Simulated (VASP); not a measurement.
Calculation: PBE GGA, VASP's PBE PAW potentials (set 64) (plane waves; VASP).

The input files of a VASP run:

File POSCAR:
```
Ag16S
1
    5.8654118103     0.0000000000     0.0000000000
    0.0000000000     5.8654118103     0.0000000000
    0.0000000000     0.0000000000    20.4179376236
Ag S
16 1
Direct
  0.2500000000   0.2500000000   0.3476530000
  0.7500000000   0.2500000000   0.3476530000
  0.2500000000   0.7500000000   0.3476530000
  0.7500000000   0.7500000000   0.3476530000
  0.0000000000   0.0000000000   0.4492180000
  0.5000000000   0.0000000000   0.4492180000
  0.0000000000   0.5000000000   0.4492180000
  0.5000000000   0.5000000000   0.4492180000
  0.2500000000   0.2500000000   0.5507820000
  0.7500000000   0.2500000000   0.5507820000
  0.2500000000   0.7500000000   0.5507820000
  0.7500000000   0.7500000000   0.5507820000
  0.0000000000   0.0000000000   0.6523470000
  0.5000000000   0.0000000000   0.6523470000
  0.0000000000   0.5000000000   0.6523470000
  0.5000000000   0.5000000000   0.6523470000
  0.2500000000   0.2500000000   0.7268440000
```

### INCAR
```
! general
SYSTEM   =  Ag16S
PREC     =  Normal
ENCUT    =  400
LREAL    =  .FALSE.   ! projection in real space or not
LASPH    =  .TRUE.   ! aspherical one-centre terms

! electronic loop
EDIFF    =  1E-5   ! SCF stop (eV)
NELM     =  100   ! most electronic steps
NELMIN   =  4
ALGO     =  Normal
LMAXMIX  =  4   ! l cut-off of mixed one-centre charges

! smearing
ISMEAR   =  1   ! Methfessel-Paxton
SIGMA    =  0.1

! functional
GGA      =  PE

! ions
IBRION   =  2
NSW      =  50   ! most ionic steps
ISIF     =  2   ! forces and stress, cell fixed
EDIFFG   =  -0.03   ! ionic stop

! output
LWAVE    =  .TRUE.
LCHARG   =  .FALSE.

! other
LDIPOL   =  .TRUE.
IDIPOL   =  3
DIPOL    =  0.5 0.5 0.5
```

**KPOINTS**
```
Automatic mesh
0
Gamma
5 5 1
0 0 0
```

POTCAR, in this order: Ag S (PBE.64 set). Program: vasp_std.

What VASP printed:

### OSZICAR
```
...
DAV:   4    -0.490262540522E+02   -0.11079E+01   -0.11043E+01  1411   0.852E+00
DAV:   5    -0.490586504637E+02   -0.32396E-01   -0.32384E-01  1483   0.145E+00    0.180E+01
DAV:   6    -0.454647863165E+02    0.35939E+01   -0.17514E+01  1479   0.205E+01    0.124E+01
DAV:   7    -0.468140453935E+02   -0.13493E+01   -0.26415E+01  1345   0.323E+01    0.921E+00
DAV:   8    -0.452655945050E+02    0.15485E+01   -0.19590E+01  1572   0.256E+01    0.419E+00
DAV:   9    -0.449996900746E+02    0.26590E+00   -0.38650E+00  1413   0.116E+01    0.166E+00
DAV:  10    -0.449733128852E+02    0.26377E-01   -0.44709E-01  1406   0.366E+00    0.654E-01
DAV:  11    -0.449748447971E+02   -0.15319E-02   -0.39585E-02  1528   0.742E-01    0.404E-01
DAV:  12    -0.449736301320E+02    0.12147E-02   -0.72280E-03  1433   0.517E-01    0.202E-01
DAV:  13    -0.449734505557E+02    0.17958E-03   -0.17289E-03  1414   0.215E-01    0.947E-02
DAV:  14    -0.449734072981E+02    0.43258E-04   -0.35789E-04  1443   0.145E-01    0.462E-02
DAV:  15    -0.449734210789E+02   -0.13781E-04   -0.73085E-05  1414   0.325E-02    0.335E-02
DAV:  16    -0.449734828251E+02   -0.61746E-04   -0.45736E-05  1015   0.374E-02    0.169E-02
DAV:  17    -0.449735738712E+02   -0.91046E-04   -0.39228E-05   944   0.343E-02    0.160E-02
DAV:  18    -0.449736792254E+02   -0.10535E-03   -0.17536E-05   888   0.185E-02    0.112E-02
DAV:  19    -0.449737870436E+02   -0.10782E-03   -0.18072E-05   910   0.181E-02    0.445E-03
DAV:  20    -0.449738161631E+02   -0.29120E-04   -0.42201E-06   868   0.914E-03    0.407E-03
DAV:  21    -0.449738453992E+02   -0.29236E-04   -0.31076E-06   852   0.596E-03    0.137E-03
DAV:  22    -0.449738501694E+02   -0.47702E-05   -0.79315E-07   857   0.396E-03
   1 F= -.44973850E+02 E0= -.44970128E+02  d E =-.449739E+02
       N       E                     dE             d eps       ncg     rms          rms(c)
DAV:   1    -0.449999806528E+02   -0.26135E-01   -0.90927E+00  1308   0.820E+00    0.666E-01
DAV:   2    -0.450085640092E+02   -0.85834E-02   -0.92273E-02  1356   0.109E+00    0.236E-01
DAV:   3    -0.450085422203E+02    0.21789E-04   -0.40652E-03  1383   0.386E-01    0.160E-01
DAV:   4    -0.450084584871E+02    0.83733E-04   -0.31224E-03  1399   0.396E-01    0.128E-01
DAV:   5    -0.450082732383E+02    0.18525E-03   -0.15709E-03  1382   0.248E-01    0.457E-02
DAV:   6    -0.450082749384E+02   -0.17001E-05   -0.34926E-04  1403   0.922E-02    0.220E-02
DAV:   7    -0.450082762774E+02   -0.13391E-05   -0.22900E-05  1052   0.154E-02
   2 F= -.45008276E+02 E0= -.45004609E+02  d E =-.344261E-01
       N       E                     dE             d eps       ncg     rms          rms(c)
DAV:   1    -0.449823905331E+02    0.25884E-01   -0.82285E+01  1308   0.247E+01    0.253E+00
DAV:   2    -0.450615889016E+02   -0.79198E-01   -0.85415E-01  1351   0.334E+00    0.875E-01
DAV:   3    -0.450626029564E+02   -0.10141E-02   -0.71261E-02  1378   0.166E+00    0.601E-01
DAV:   4    -0.450601575397E+02    0.24454E-02   -0.54173E-02  1394   0.154E+00    0.506E-01
DAV:   5    -0.450581199223E+02    0.20376E-02   -0.14227E-02  1410   0.720E-01    0.186E-01
DAV:   6    -0.450581940107E+02   -0.74088E-04   -0.27602E-03  1382   0.216E-01    0.699E-02
DAV:   7    -0.450581953684E+02   -0.13576E-05   -0.18676E-04  1484   0.465E-02    0.544E-02
DAV:   8    -0.450581666566E+02    0.28712E-04   -0.12468E-04  1393   0.377E-02    0.224E-02
DAV:   9    -0.450581755104E+02   -0.88538E-05   -0.37094E-05  1013   0.205E-02
   3 F= -.45058176E+02 E0= -.45054843E+02  d E =-.843253E-01
       N       E                     dE             d eps       ncg     rms          rms(c)
DAV:   1    -0.450576209335E+02    0.54572E-03   -0.14087E+00  1308   0.323E+00    0.228E-01
DAV:   2    -0.450589739471E+02   -0.13530E-02   -0.14394E-02  1372   0.428E-01    0.956E-02
DAV:   3    -0.450589669876E+02    0.69596E-05   -0.54272E-04  1388   0.140E-01    0.657E-02
DAV:   4    -0.450589734468E+02   -0.64593E-05   -0.57189E-04  1326   0.171E-01    0.553E-02
DAV:   5    -0.450589303987E+02    0.43048E-04   -0.32055E-04  1356   0.117E-01    0.190E-02
DAV:   6    -0.450589368417E+02   -0.64430E-05   -0.66094E-05  1182   0.382E-02
   4 F= -.45058937E+02 E0= -.45055676E+02  d E =-.850867E-01
       N       E                     dE             d eps       ncg     rms          rms(c)
DAV:   1    -0.450610758252E+02   -0.21454E-02   -0.26097E+00  1308   0.443E+00    0.177E-01
DAV:   2    -0.450627924077E+02   -0.17166E-02   -0.17929E-02  1388   0.539E-01    0.798E-02
DAV:   3    -0.450627672123E+02    0.25195E-04   -0.38825E-04  1419   0.954E-02    0.697E-02
DAV:   4    -0.450627676884E+02   -0.47610E-06   -0.33685E-04  1150   0.131E-01    0.513E-02
DAV:   5    -0.450627383129E+02    0.29375E-04   -0.35671E-04  1366   0.117E-01    0.147E-02
DAV:   6    -0.450627360203E+02    0.22926E-05   -0.61795E-05  1120   0.449E-02
   5 F= -.45062736E+02 E0= -.45059490E+02  d E =-.379918E-02
       N       E                     dE             d eps       ncg     rms          rms(c)
DAV:   1    -0.450617559712E+02    0.98234E-03   -0.44030E+00  1308   0.576E+00    0.231E-01
DAV:   2    -0.450646530632E+02   -0.28971E-02   -0.30168E-02  1359   0.697E-01    0.107E-01
DAV:   3    -0.450646029351E+02    0.50128E-04   -0.48228E-04  1480   0.784E-02    0.879E-02
DAV:   4    -0.450645682819E+02    0.34653E-04   -0.22964E-04  1350   0.867E-02    0.330E-02
DAV:   5    -0.450645883101E+02   -0.20028E-04   -0.56517E-04  1345   0.169E-01    0.243E-02
DAV:   6    -0.450645554277E+02    0.32882E-04   -0.20554E-04   870   0.999E-02    0.651E-03
DAV:   7    -0.450645569799E+02   -0.15522E-05   -0.90098E-06   809   0.114E-02
   6 F= -.45064557E+02 E0= -.45061342E+02  d E =-.562014E-02
       N       E                     dE             d eps       ncg     rms          rms(c)
DAV:   1    -0.450650185843E+02   -0.46316E-03   -0.12769E+00  1308   0.308E+00    0.194E-01
DAV:   2    -0.450661269132E+02   -0.11083E-02   -0.11652E-02  1354   0.404E-01    0.742E-02
DAV:   3    -0.450661120400E+02    0.14873E-04   -0.25742E-04  1431   0.733E-02    0.488E-02
DAV:   4    -0.450661108906E+02    0.11495E-05   -0.16040E-04   994   0.862E-02    0.358E-02
DAV:   5    -0.450661006528E+02    0.10238E-04   -0.27333E-04   961   0.116E-01    0.139E-02
DAV:   6    -0.450660958305E+02    0.48223E-05   -0.94463E-05  1102   0.599E-02
   7 F= -.45066096E+02 E0= -.45062932E+02  d E =-.153885E-02
       N       E                     dE             d eps       ncg     rms          rms(c)
DAV:   1    -0.450621810893E+02    0.39196E-02   -0.64355E+00  1308   0.691E+00    0.453E-01
DAV:   2    -0.450677419290E+02   -0.55608E-02   -0.58708E-02  1354   0.909E-01    0.176E-01
DAV:   3    -0.450676714826E+02    0.70446E-04   -0.13738E-03  1415   0.178E-01    0.113E-01
DAV:   4    -0.450676973504E+02   -0.25868E-04   -0.11891E-03  1370   0.240E-01    0.897E-02
DAV:   5    -0.450675830613E+02    0.11429E-03   -0.14773E-03  1385   0.268E-01    0.324E-02
DAV:   6    -0.450675695675E+02    0.13494E-04   -0.37822E-04  1394   0.112E-01    0.196E-02
DAV:   7    -0.450675705283E+02   -0.96076E-06   -0.31691E-05  1099   0.199E-02
   8 F= -.45067571E+02 E0= -.45064571E+02  d E =-.301355E-02
       N       E                     dE             d eps       ncg     rms          rms(c)
DAV:   1    -0.450668010483E+02    0.76852E-03   -0.26561E+00  1308   0.444E+00    0.104E-01
DAV:   2    -0.450685173143E+02   -0.17163E-02   -0.17650E-02  1388   0.572E-01    0.830E-02
DAV:   3    -0.450684985538E+02    0.18760E-04   -0.19464E-03  1350   0.298E-01    0.635E-02
DAV:   4    -0.450684261830E+02    0.72371E-04   -0.58322E-04  1382   0.177E-01    0.450E-02
DAV:   5    -0.450684157683E+02    0.10415E-04   -0.19853E-04  1376   0.674E-02    0.196E-02
DAV:   6    -0.450684161984E+02   -0.43007E-06   -0.34821E-05   974   0.303E-02
   9 F= -.45068416E+02 E0= -.45065376E+02  d E =-.845670E-03
```

OUTCAR:
```
------------------------ aborting loop because EDIFF is reached ----------------------------------------
  FORCE on cell =-STRESS in cart. coord.  units (eV):
  Direction    XX          YY          ZZ          XY          YZ          ZX
  --------------------------------------------------------------------------------------
  Total       -2.8714176     -2.8714176     -0.9037754      0.0000000     -0.0000000      0.0000000
  in kB       -6.5493478     -6.5493478     -2.0613996      0.0000000     -0.0000000      0.0000000
  external PRESSURE =      -5.0533650 kB  Pullay stress =       0.0000000 kB
  volume of cell :      702.44
      direct lattice vectors                 reciprocal lattice vectors
     5.865411810  0.000000000  0.000000000     0.170491013  0.000000000  0.000000000
     0.000000000  5.865411810  0.000000000     0.000000000  0.170491013  0.000000000
     0.000000000  0.000000000 20.417937624     0.000000000  0.000000000  0.048976543
 POSITION                                       TOTAL-FORCE (eV/Angst)
 -----------------------------------------------------------------------------------
      1.46635      1.46635      7.17092        -0.000000     -0.000000     -0.006891
      4.39906      1.46635      7.12993        -0.000000     -0.000000      0.012768
      1.46635      4.39906      7.12993        -0.000000     -0.000000      0.012768
      4.39906      4.39906      7.14785        -0.000000     -0.000000      0.017141
      5.85456      5.85456      9.17467        -0.004571     -0.004571     -0.006195
      2.94356      5.85456      9.17467         0.004571     -0.004571     -0.006195
      5.85456      2.94356      9.17467        -0.004571      0.004571     -0.006195
      2.94356      2.94356      9.17467         0.004571      0.004571     -0.006195
      1.46635      1.46635     11.17481        -0.000000     -0.000000      0.005917
      4.39906      1.46635     11.22521        -0.000000     -0.000000     -0.002861
      1.46635      4.39906     11.22521        -0.000000     -0.000000     -0.002861
      4.39906      4.39906     11.32338        -0.000000     -0.000000     -0.014972
      5.83828      5.83828     13.31875         0.005850      0.005850      0.001972
      2.95983      5.83828     13.31875        -0.005850      0.005850      0.001972
      5.83828      2.95983     13.31875         0.005850     -0.005850      0.001972
      2.95983      2.95983     13.31875        -0.005850     -0.005850      0.001972
      1.46635      1.46635     14.68325        -0.000000     -0.000000     -0.004115
 -----------------------------------------------------------------------------------
    total drift:                                0.000000      0.000000     -0.000553
  FREE ENERGIE OF THE ION-ELECTRON SYSTEM (eV)
  ---------------------------------------------------
  free  energy   TOTEN  =       -45.0684161984 eV

  energy  without entropy=      -45.0592961425  energy(sigma->0) =      -45.06537618

 reached required accuracy - stopping structural energy minimisation
```
(Selected blocks of OUTCAR.)

**CONTCAR**
```
Ag16S
   1.00000000000000
     5.8654118103000004    0.0000000000000000    0.0000000000000000
     0.0000000000000000    5.8654118103000004    0.0000000000000000
     0.0000000000000000    0.0000000000000000   20.4179376236000003
  Ag              S
    16     1
Direct
     0.2500000000000000    0.2500000000000000    0.3512066506839225
     0.7500000000000000    0.2500000000000000    0.3491992748730615
     0.2500000000000000    0.7500000000000000    0.3491992748730615
     0.7500000000000000    0.7500000000000000    0.3500771272358716
     0.9981502294279145    0.9981502294279145    0.4493436132284074
     0.5018497705720855    0.9981502294279145    0.4493436132284074
     0.9981502294279145    0.5018497705720855    0.4493436132284074
     0.5018497705720855    0.5018497705720855    0.4493436132284074
     0.2500000000000000    0.2500000000000000    0.5473035489807268
     0.7500000000000000    0.2500000000000000    0.5497717816936298
     0.2500000000000000    0.7500000000000000    0.5497717816936298
     0.7500000000000000    0.7500000000000000    0.5545801094189470
     0.9953750135853004    0.9953750135853004    0.6523062503301331
     0.5046249864146996    0.9953750135853004    0.6523062503301331
     0.9953750135853004    0.5046249864146996    0.6523062503301331
     0.5046249864146996    0.5046249864146996    0.6523062503301331
     0.2500000000000000    0.2500000000000000    0.7191349963129876
```

File OUTCAR:
```
 val. band max:        0.8442703263   @ k =   0.0000   0.0000   0.0000

 cond. band min:       0.8667687326   @ k =   0.4000   0.0000   0.0000


 Fermi energy:         0.8627211233

 k-point     1 :       0.0000    0.0000    0.0000
  band No.  band energies     occupation
      1     -11.8446      2.00000
      2      -6.2179      2.00000
      3      -5.2863      2.00000
      4      -5.2497      2.00000
      5      -5.2497      2.00000
      6      -5.2264      2.00000
      7      -5.1682      2.00000
      8      -5.1665      2.00000
      9      -5.1634      2.00000
     10      -5.1371      2.00000
     11      -5.1009      2.00000
     12      -5.1009      2.00000
     13      -4.9998      2.00000
     14      -4.8386      2.00000
     15      -4.7819      2.00000
     16      -4.7762      2.00000
     17      -4.7762      2.00000
     18      -4.6825      2.00000
     19      -4.5970      2.00000
     20      -4.5100      2.00000
     21      -4.4472      2.00000
     22      -4.3903      2.00000
     23      -4.3903      2.00000
     24      -4.3131      2.00000
     25      -4.0050      2.00000
     26      -4.0050      2.00000
     27      -3.9958      2.00000
     28      -3.9935      2.00000
     29      -3.9804      2.00000
     30      -3.9804      2.00000
     31      -3.9654      2.00000
     32      -3.8557      2.00000
     33      -3.8555      2.00000
     34      -3.8537      2.00000
     35      -3.8537      2.00000
     36      -3.8043      2.00000
     37      -3.7579      2.00000
     38      -3.7579      2.00000
     39      -3.7361      2.00000
     40      -3.6366      2.00000
     41      -3.6366      2.00000
     42      -3.3600      2.00000
     43      -3.3592      2.00000
     44      -3.3592      2.00000
     45      -3.2629      2.00000
     46      -3.2576      2.00000
     47      -3.2576      2.00000
     48      -3.2514      2.00000
     49      -3.2303      2.00000
     50      -3.2241      2.00000
     51      -3.2241      2.00000
...
```

The cell is a thin slab with vacuum, built from Ag (fcc): (100) face, S adsorbed.
